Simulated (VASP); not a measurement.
Data:

```xyz
4
Lattice="0.0000 1.9404 1.9404 1.9404 0.0000 1.9404 7.3600 7.3600 0.4014" Properties=species:S:1:pos:R:3 pbc="T T T"
Cu     1.9683     1.9683     3.8528
Cu     1.8121     1.8121     0.1282
Al     3.6038     3.6038     0.2769
Al     7.5366     7.5366     4.1055
```

Method: PBEsol GGA, VASP's PBE PAW potentials (set 64) (plane waves; VASP). Settings: 400 eV cut-off, Gaussian smearing of 0.050 eV, potentials Cu Al.

### Question
Give the energies of bands 4 to 17 at the high-symmetry points, in eV from the Fermi level.

### Answer

| band | Γ | T | H2 | L | S0 | F |
|---|---|---|---|---|---|---|
| 4 | -4.73 | -5.83 | -4.02 | -4.50 | -4.01 | -4.55 |
| 5 | -3.42 | -3.86 | -3.99 | -4.00 | -3.99 | -4.29 |
| 6 | -3.30 | -3.30 | -3.88 | -3.70 | -3.89 | -3.35 |
| 7 | -3.30 | -3.30 | -3.81 | -3.47 | -3.81 | -3.34 |
| 8 | -3.25 | -3.25 | -3.12 | -3.34 | -3.12 | -3.23 |
| 9 | -3.25 | -3.25 | -2.80 | -2.81 | -2.80 | -2.74 |
| 10 | -2.70 | -3.03 | -2.56 | -2.52 | -2.56 | -2.52 |
| 11 | -2.70 | -2.70 | -1.93 | -2.21 | -1.84 | -2.21 |
| 12 | -2.42 | -2.70 | -1.71 | -2.13 | -1.79 | -2.13 |
| 13 | -2.42 | -2.42 | -1.65 | -1.14 | -1.67 | -1.71 |
| 14 | -2.31 | -2.42 | -0.27 | -1.10 | -0.26 | -1.41 |
| 15 | -0.06 | 2.41 | 0.53 | -0.90 | 0.56 | 0.00 |
| 16 | 8.48 | 4.90 | 1.38 | 1.35 | 1.33 | 1.71 |
| 17 | 10.03 | 12.58 | 2.31 | 2.88 | 2.23 | 2.49 |

It has no gap at this level: it comes out as a metal or semimetal.

The structure was generated: Al2Cu2 was put into an ordered model structure (R-3m), which need not be its known phase. It was relaxed first.
